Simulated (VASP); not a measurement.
Wanted: an ASE script for a VASP 6.6.1 run.

```yaml
Task: single point
Functional: PBEsol
Dispersion: D3
Potentials_or_basis: VASP PAW PBE potentials, release 64 (Mo_sv, Mg, Li_sv)
Cutoff: 520 eV
k_mesh: 5 × 5 × 6
Occupations: methfessel-paxton, width 0.005 eV
Spin: no spin polarisation
Further_INCAR_settings: ALGO = Normal; EDIFF = 1.00e-06; NBANDS = 16
```

Crystal: LiMg6Mo.

```
Mo Mg Li
1.0
     0.00000    4.25514   -4.36871
     0.00000    4.25514    4.36871
     4.33937    0.00000    0.00000
Mo Mg Li
1 6 1
Direct
  0.87736 0.12263 0.00000
  0.64592 0.35408 0.50000
  0.37741 0.12829 0.00000
  0.87172 0.62259 0.00000
  0.10703 0.89297 0.50000
  0.11951 0.36744 0.50000
  0.63256 0.88049 0.50000
  0.36849 0.63151 0.00000
```

The cell comes from a database or a generator and needn't be the stable form of this composition.

These files were run (other wordings do the same):

run.py

```python
from ase.calculators.vasp import Vasp
from ase.dft.bandgap import bandgap
from ase.spacegroup import crystal

atoms = crystal(
    ['Mo', 'Mg', 'Mg', 'Mg', 'Mg', 'Li'],
    basis=[[0.0, 0.5, 0.622635], [0.5, 0.5, 0.854082], [0.5, 0.5, 0.392972], [0.5, 0.2434765, 0.1239645], [0.0, 0.252846, 0.875439], [0.0, 0.5, 0.131508]],
    spacegroup=38,
    setting=1,
    cellpar=[4.339372, 8.510284, 8.737426, 90.0, 90.0, 90.0],
    primitive_cell=True,
)
calc = Vasp(
    directory='calc',
    xc='pbesol',
    pp='PBE',
    setups='recommended',
    prec='Accurate',
    encut=520,
    ediff=1e-06,
    ismear=1,
    sigma=0.005,
    lreal=False,
    lasph=True,
    nelm=60,
    algo='Normal',
    isif=2,
    lwave=False,
    lcharg=False,
    ivdw=11,
    kpts=[5, 5, 6],
    gamma=True,
    nbands=16,
)
atoms.calc = calc

print('energy (eV):', atoms.get_potential_energy())
print('free energy (eV):', atoms.get_potential_energy(force_consistent=True))
print('forces (eV/A):')
print(atoms.get_forces())
print('stress (eV/A^3, Voigt):', atoms.get_stress())
print('Fermi level (eV):', calc.get_fermi_level())
gap, top, bottom = bandgap(calc)
print('band gap (eV):', gap, 'from (spin, k, band)', top, 'to', bottom)
```

Potentials or basis: VASP PAW PBE potentials, release 64 (Mo_sv, Mg, Li_sv).

Command:

```sh
$ python run.py
```

Results of the run:

```json
{"Largest force": "0.058 eV/Å", "Dispersion energy per atom": "-0.239 eV"}
```

Caveat: the bands computed are all filled at some k points, so no gap is given; the PAW data sets were made with another functional, which shifts forces and pressure a little.

It took 84 s on 1 thread of Intel(R) Xeon(R) Platinum 8259CL CPU @ 2.50GHz (Skylake/Cascade Lake), on a shared host, peak memory 0.32 GiB.
